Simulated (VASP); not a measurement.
A run of VASP 6.6.1:

File INCAR:

```
SYSTEM = CrB
PREC     = Accurate       ! precision mode
ENCUT    = 520            ! plane-wave cutoff, eV
EDIFF    = 1E-7           ! SCF threshold, eV
ISMEAR   = 0              ! smearing method
SIGMA    = 0.1            ! smearing width, eV
LREAL    = .FALSE.        ! projectors in reciprocal space
LASPH    = .TRUE.         ! aspherical terms in the spheres
NELM     = 100            ! most SCF steps
ALGO     = Fast           ! electronic algorithm
ISIF     = 2              ! what is computed and relaxed
LWAVE    = .FALSE.        ! write WAVECAR
LCHARG   = .FALSE.        ! write CHGCAR
NBANDS   = 23             ! bands
```

KPOINTS

```
Automatic mesh
0
G
  16 16 14
  0 0 0
```

File POSCAR:

```
CrB
1.0
    1.4344992544     -3.8588600014      0.0000000000
    1.4344992544      3.8588600014      0.0000000000
    0.0000000000      0.0000000000      2.8705373111
Cr B
2 2
Direct
    0.8542952136      0.1457047864      0.2500000000
    0.1457047864      0.8542952136      0.7500000000
    0.5649455201      0.4350544799      0.2500000000
    0.4350544799      0.5649455201      0.7500000000
```

Potentials or basis: VASP PAW LDA potentials, release 64 (Cr_pv, B).

Launch:

```console
$ cat potpaw_LDA.64/Cr_pv/POTCAR potpaw_LDA.64/B/POTCAR > POTCAR
$ mpirun -np 1 vasp_std > vasp.out
```

Hardware: 1 thread of Intel(R) Xeon(R) Platinum 8559C (Emerald Rapids), with other jobs on the host.

Q: Estimate the wall time of this run.

A: It took 6.3 min on 1 thread of Intel(R) Xeon(R) Platinum 8559C (Emerald Rapids), with other jobs on the host, peak memory 0.45 GiB. Counts: scf iterations 22, k points 584.
